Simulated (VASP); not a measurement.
# TlBr (relaxed from the wurtzite structure, space group P6_3mc): computed properties

All values below come from PBE GGA, VASP's PBE PAW potentials (set 64) (plane waves; VASP).

space group: P6_3mc (186)
cell: a = 5.3019 Å, b = 5.3019 Å, c = 8.5951 Å, α = 90.00°, β = 90.00°, γ = 120.00°
volume per atom: 52.31 Å³/atom
band gap (over mesh and band path): 3.40 eV
smallest direct gap (over mesh and band path): 3.63 eV
band-edge character: indirect, K-Γ at 0.22 to L-M at 0.11
density: 4.51 g/cm³

```
TlBr
1.0
    5.30187     0.00000     0.00000
   -2.65093     4.59155     0.00000
    0.00000     0.00000     8.59514
Tl Br
2 2
Direct
  0.33333   0.66667   0.99986
  0.66667   0.33333   0.49986
  0.33333   0.66667   0.37514
  0.66667   0.33333   0.87514
```

Unless said otherwise, spin-orbit coupling is left out, though it shifts the bands of the heavy elements here.

The structure was generated: TlBr was put into the wurtzite type (P6_3mc), which need not be its known phase. It was relaxed first, which changed the volume by +83 %. Symmetry was kept, so distortions that lower it aren't found.
